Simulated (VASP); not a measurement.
Level of theory: optB86b-vdW, VASP's PBE PAW potentials (set 64) (plane waves; VASP).

Input for VASP

**KPOINTS**
```
Automatic mesh
0
Gamma
6 6 4
0 0 0
```

### INCAR
```
! general
SYSTEM  =Te
PREC    =Accurate
ENCUT   =520
LREAL   =.FALSE.
LASPH   =.TRUE.

! electronic loop
EDIFF   =1E-7
NELM    =100
ALGO    =Normal
LMAXMIX =4

! smearing
ISMEAR  =0
SIGMA   =0.05

! functional
GGA     =MK
LUSE_VDW=.TRUE.
AGGAC   =0.0
PARAM1  =0.1234
PARAM2  =1.0

! ions
IBRION  =2
NSW     =30
ISIF    =4
EDIFFG  =-0.01

! output
LWAVE   =.FALSE.
LCHARG  =.FALSE.
```

**POSCAR**
```
Te
1
    2.2175459052    -3.8409018860     0.0000000000
    2.2175459052     3.8409018860     0.0000000000
    0.0000000000     0.0000000000     6.0727460414
Te
3
Direct
  0.0000000000   0.2783722336   0.6666670000
  0.7216277664   0.7216277664   0.0000000000
  0.2783722336   0.0000000000   0.3333330000
```

POTCAR, in this order: Te (PBE.64 set). Program: vasp_std.

Output of the run:

OUTCAR:
```
 ion  position               nearest neighbor table
   1  0.000  0.278  0.667-   2 2.94   3 2.94   2 3.45   2 3.45   3 3.45   3 3.45
   2  0.722  0.722  0.000-   3 2.94   1 2.94   1 3.45   3 3.45   3 3.45   1 3.45
   3  0.278  0.000  0.333-   2 2.94   1 2.94   2 3.45   2 3.45   1 3.45   1 3.45
  LATTYP: Found a hexagonal cell.
 ALAT       =     4.4350915593
 C/A-ratio  =     1.3692493064
 Subroutine PRICEL returns:
 Original cell was already a primitive cell.
 Subroutine GETGRP returns: Found  6 space group operations
The static configuration has the point symmetry C_2 .
 The point group associated with its full space group is D_3 .
The dynamic configuration has the point symmetry C_2 .
 Subroutine INISYM returns: Found  6 space group operations
 Subroutine IBZKPT returns following result:
 Found     24 irreducible k-points:

 Following reciprocal coordinates:
            Coordinates               Weight
  0.000000  0.000000  0.000000      1.000000
  0.166667  0.000000  0.000000      6.000000
  0.333333  0.000000  0.000000      6.000000
  0.500000  0.000000  0.000000      3.000000
  0.166667  0.166667  0.000000      6.000000
  0.333333  0.166667  0.000000     12.000000
  0.333333  0.333333  0.000000      2.000000
  0.000000  0.000000  0.250000      2.000000
  0.166667  0.000000  0.250000      6.000000
  0.000000  0.166667  0.250000      6.000000
  0.333333  0.000000  0.250000      6.000000
  0.000000  0.333333  0.250000      6.000000
  0.500000  0.000000  0.250000      6.000000
  0.166667  0.166667  0.250000     12.000000
  0.333333  0.166667  0.250000     12.000000
 -0.166667  0.500000  0.250000     12.000000
  0.333333  0.333333  0.250000      4.000000
  0.000000  0.000000  0.500000      1.000000
  0.166667  0.000000  0.500000      6.000000
  0.333333  0.000000  0.500000      6.000000
  0.500000  0.000000  0.500000      3.000000
  0.166667  0.166667  0.500000      6.000000
  0.333333  0.166667  0.500000     12.000000
  0.333333  0.333333  0.500000      2.000000
   k-points           NKPTS =     24   k-points in BZ     NKDIM =     24   number of bands    NBANDS=     13
   number of dos      NEDOS =    301   number of ions     NIONS =      3
   total plane-waves  NPLWV =  62208
   dimension x,y,z NGX =    36 NGY =   36 NGZ =   48
   dimension x,y,z NGXF=    72 NGYF=   72 NGZF=   96
   ions per type =               3
   PREC   = accura    normal or accurate (medium, high low for compatibility)
   ISTART =      0    job   : 0-new  1-cont  2-samecut
   ICHARG =      2    charge: 1-file 2-atom 10-const
   ISPIN  =      1    spin polarized calculation?
   LNONCOLLINEAR =      F non collinear calculations
   LSORBIT =      F    spin-orbit coupling
   INIWAV =      1    electr: 0-lowe 1-rand  2-diag
   ENCUT  =  520.0 eV  38.22 Ry    6.18 a.u.   8.25  8.25 11.29*2*pi/ulx,y,z
   NELM   =    100;   NELMIN=  2; NELMDL= -5     # of ELM steps
   EDIFF  = 0.1E-06   stopping-criterion for ELM
   LREAL  =      F    real-space projection
   NLSPLINE    = F    spline interpolate recip. space projectors
   LMAXMIX     =    4 max onsite mixed and CHGCAR
   VOSKOWN=      0    Vosko Wilk Nusair interpolation
   EDIFFG = -.1E-01   stopping-criterion for IOM
   NSW    =     30    number of steps for IOM
   NBLOCK =      1;   KBLOCK =     30    inner block; outer block
   IBRION =      2    ionic relax: 0-MD 1-quasi-New 2-CG
   NFREE  =      1    steps in history (QN), initial steepest desc. (CG)
   ISIF   =      4    stress and relaxation
   ISYM   =      2    0-nonsym 1-usesym 2-fastsym
   TEIN   =    0.0    initial temperature
   TEBEG  =    0.0;   TEEND  =   0.0 temperature during run
   SMASS  =  -3.00    Nose mass-parameter (am)
   PSTRESS=    0.0 pullay stress
   NELECT =      18.0000    total number of electrons
...
```

File OSZICAR:
```
       N       E                     dE             d eps       ncg     rms          rms(c)
DAV:   1     0.844198359719E+02    0.84420E+02   -0.66754E+03   624   0.111E+03
DAV:   2     0.163713449947E+01   -0.82783E+02   -0.79233E+02   830   0.154E+02
DAV:   3    -0.387829154756E+01   -0.55154E+01   -0.54482E+01   769   0.453E+01
DAV:   4    -0.397979252808E+01   -0.10150E+00   -0.10144E+00   764   0.745E+00
DAV:   5    -0.398176917098E+01   -0.19766E-02   -0.19766E-02   768   0.997E-01    0.116E+01
DAV:   6    -0.396981382975E+01    0.11955E-01   -0.18867E-02   664   0.958E-01    0.737E+00
DAV:   7    -0.397073338223E+01   -0.91955E-03   -0.39919E-02   649   0.143E+00    0.289E-01
DAV:   8    -0.397003042956E+01    0.70295E-03   -0.71536E-03   639   0.542E-01    0.140E-01
DAV:   9    -0.397006552368E+01   -0.35094E-04   -0.19874E-04   792   0.113E-01    0.895E-02
DAV:  10    -0.397009431608E+01   -0.28792E-04   -0.48233E-05   687   0.546E-02    0.234E-02
DAV:  11    -0.397009200633E+01    0.23098E-05   -0.11076E-05   654   0.226E-02    0.481E-03
DAV:  12    -0.397009216940E+01   -0.16307E-06   -0.88799E-07   754   0.666E-03    0.212E-03
DAV:  13    -0.397009212649E+01    0.42909E-07   -0.29565E-07   607   0.425E-03
   1 F= -.39700921E+01 E0= -.39696832E+01  d E =-.397009E+01
       N       E                     dE             d eps       ncg     rms          rms(c)
DAV:   1    -0.397296404700E+01   -0.28719E-02   -0.10507E-01   624   0.181E+00    0.303E-01
DAV:   2    -0.397323580274E+01   -0.27176E-03   -0.42035E-03   689   0.403E-01    0.721E-02
DAV:   3    -0.397318099849E+01    0.54804E-04   -0.90097E-05   714   0.693E-02    0.498E-02
DAV:   4    -0.397316754059E+01    0.13458E-04   -0.68940E-05   649   0.523E-02    0.158E-02
DAV:   5    -0.397316900944E+01   -0.14688E-05   -0.73444E-06   649   0.172E-02    0.664E-03
DAV:   6    -0.397316931452E+01   -0.30508E-06   -0.28546E-07   657   0.430E-03    0.414E-03
DAV:   7    -0.397316940183E+01   -0.87308E-07   -0.54138E-08   322   0.176E-03
   2 F= -.39731694E+01 E0= -.39728639E+01  d E =-.307728E-02
       N       E                     dE             d eps       ncg     rms          rms(c)
DAV:   1    -0.397554800049E+01   -0.23787E-02   -0.41223E-01   624   0.359E+00    0.618E-01
DAV:   2    -0.397660482010E+01   -0.10568E-02   -0.16553E-02   694   0.799E-01    0.143E-01
DAV:   3    -0.397638431437E+01    0.22051E-03   -0.35767E-04   709   0.138E-01    0.994E-02
DAV:   4    -0.397632536320E+01    0.58951E-04   -0.28402E-04   644   0.106E-01    0.326E-02
DAV:   5    -0.397633093954E+01   -0.55763E-05   -0.31836E-05   649   0.357E-02    0.137E-02
DAV:   6    -0.397633195402E+01   -0.10145E-05   -0.12597E-06   816   0.891E-03    0.899E-03
DAV:   7    -0.397633219279E+01   -0.23877E-06   -0.20983E-07   450   0.334E-03    0.254E-03
DAV:   8    -0.397633226657E+01   -0.73781E-07   -0.37811E-08   312   0.164E-03
   3 F= -.39763323E+01 E0= -.39762195E+01  d E =-.624014E-02
       N       E                     dE             d eps       ncg     rms          rms(c)
DAV:   1    -0.397642968821E+01   -0.97495E-04   -0.35174E-02   624   0.105E+00    0.183E-01
DAV:   2    -0.397651846004E+01   -0.88772E-04   -0.14240E-03   694   0.234E-01    0.415E-02
DAV:   3    -0.397649980669E+01    0.18653E-04   -0.31561E-05   704   0.409E-02    0.291E-02
DAV:   4    -0.397649583647E+01    0.39702E-05   -0.24953E-05   644   0.315E-02    0.971E-03
DAV:   5    -0.397649645160E+01   -0.61513E-06   -0.30157E-06   644   0.110E-02    0.418E-03
DAV:   6    -0.397649660092E+01   -0.14932E-06   -0.97040E-08   397   0.269E-03    0.275E-03
DAV:   7    -0.397649664799E+01   -0.47073E-07   -0.23354E-08   312   0.138E-03
   4 F= -.39764966E+01 E0= -.39764221E+01  d E =-.640452E-02
       N       E                     dE             d eps       ncg     rms          rms(c)
DAV:   1    -0.397649497627E+01    0.16246E-05   -0.54007E-04   624   0.130E-01    0.224E-02
DAV:   2    -0.397649612363E+01   -0.11474E-05   -0.21926E-05   694   0.290E-02    0.514E-03
DAV:   3    -0.397649569050E+01    0.43313E-06   -0.48194E-07   709   0.506E-03    0.366E-03
DAV:   4    -0.397649541899E+01    0.27151E-06   -0.38518E-07   639   0.391E-03    0.123E-03
DAV:   5    -0.397649540625E+01    0.12735E-07   -0.43948E-08   312   0.137E-03
   5 F= -.39764954E+01 E0= -.39764167E+01  d E =-.640328E-02
       N       E                     dE             d eps       ncg     rms          rms(c)
DAV:   1    -0.397653849846E+01   -0.43079E-04   -0.15959E-03   624   0.232E-01    0.196E-02
DAV:   2    -0.397653917031E+01   -0.67185E-06   -0.60998E-05   684   0.486E-02    0.100E-02
DAV:   3    -0.397653770950E+01    0.14608E-05   -0.31591E-06   724   0.122E-02    0.378E-03
DAV:   4    -0.397653779236E+01   -0.82855E-07   -0.74509E-07   659   0.534E-03
   6 F= -.39765378E+01 E0= -.39764503E+01  d E =-.423861E-04
```

### OUTCAR
```
------------------------ aborting loop because EDIFF is reached ----------------------------------------
  FORCE on cell =-STRESS in cart. coord.  units (eV):
  Direction    XX          YY          ZZ          XY          YZ          ZX
  --------------------------------------------------------------------------------------
  Total       -0.4925960     -0.4925959     -0.4733878      0.0000000      0.0000000      0.0000000
  in kB       -7.6292263     -7.6292253     -7.3317334      0.0000000      0.0000000      0.0000000
  external PRESSURE =      -7.5300617 kB  Pullay stress =       0.0000000 kB
  volume of cell :      103.45
      direct lattice vectors                 reciprocal lattice vectors
     2.233593647 -3.868697420 -0.000000000     0.223854505 -0.129242467 -0.000000000
     2.233593647  3.868697420  0.000000000     0.223854505  0.129242467  0.000000000
    -0.000000000 -0.000000000  5.985797524     0.000000000 -0.000000000  0.167062116
 POSITION                                       TOTAL-FORCE (eV/Angst)
 -----------------------------------------------------------------------------------
      2.84553     -2.80880      3.99053        -0.004280     -0.007414      0.000000
      3.24332     -0.00000      0.00000         0.008561      0.000000      0.000000
      2.84553      2.80880      1.99526        -0.004280      0.007414     -0.000000
 -----------------------------------------------------------------------------------
    total drift:                               -0.000178     -0.000399      0.000014
  FREE ENERGIE OF THE ION-ELECTRON SYSTEM (eV)
  ---------------------------------------------------
  free  energy   TOTEN  =        -3.9765377924 eV

  energy  without entropy=       -3.9763627186  energy(sigma->0) =       -3.97645026

 reached required accuracy - stopping structural energy minimisation
```
(Selected blocks of OUTCAR.)

File CONTCAR:
```
Te
   1.00000000000000
     2.2335936474148621   -3.8686974199337048   -0.0000000000000000
     2.2335936474148621    3.8686974199337048    0.0000000000000000
    -0.0000000000000000   -0.0000000000000000    5.9857975244396622
  Te
     3
Direct
     0.9999999999961977    0.2739683401468510    0.6666669999999968
     0.7260316598569512    0.7260316598569512    0.0000000000000000
     0.2739683401468510    0.9999999999961977    0.3333330000000032
```

File OUTCAR:
```
 val. band max:        5.6628983012   @ k =   0.3333   0.3333   0.5000

 cond. band min:       5.7983796340   @ k =   0.3333   0.3333   0.5000


 Fermi energy:         5.7359672067

 k-point     1 :       0.0000    0.0000    0.0000
  band No.  band energies     occupation
      1      -7.7719      2.00000
      2      -4.6134      2.00000
      3      -4.6134      2.00000
      4       2.7597      2.00000
      5       3.0273      2.00000
      6       3.0273      2.00000
      7       4.0382      2.00000
      8       4.0382      2.00000
      9       4.7825      2.00000
     10       6.6285      0.00000
     11       6.6285      0.00000
     12       7.2337      0.00000
     13      10.7104      0.00000

 k-point     2 :       0.1667    0.0000    0.0000
  band No.  band energies     occupation
      1      -7.5856      2.00000
      2      -4.6783      2.00000
      3      -4.5689      2.00000
      4       1.6879      2.00000
      5       2.3021      2.00000
      6       2.6582      2.00000
      7       4.5042      2.00000
      8       4.7797      2.00000
      9       4.9763      2.00000
     10       6.3905      0.00000
     11       6.5056      0.00000
     12       7.0379      0.00000
     13      10.0558      0.00000

 k-point     3 :       0.3333    0.0000    0.0000
  band No.  band energies     occupation
      1      -7.0916      2.00000
      2      -5.0073      2.00000
      3      -4.4653      2.00000
      4       0.9809      2.00000
      5       1.5789      2.00000
      6       2.1599      2.00000
      7       3.3537      2.00000
      8       4.8146      2.00000
      9       4.9145      2.00000
     10       6.4134      0.00000
     11       6.5794      0.00000
     12       8.2902      0.00000
     13       9.0122      0.00000

 k-point     4 :       0.5000    0.0000    0.0000
  band No.  band energies     occupation
      1      -6.6926      2.00000
      2      -5.3694      2.00000
      3      -4.4068      2.00000
...
```

Unless said otherwise, spin-orbit coupling is left out, though it shifts the bands of the heavy elements here.

The compound is Te in the trig structure. This cell is one point of a volume scan, at 1.03 of the reference volume. Symmetry was kept, so distortions that lower it aren't found.
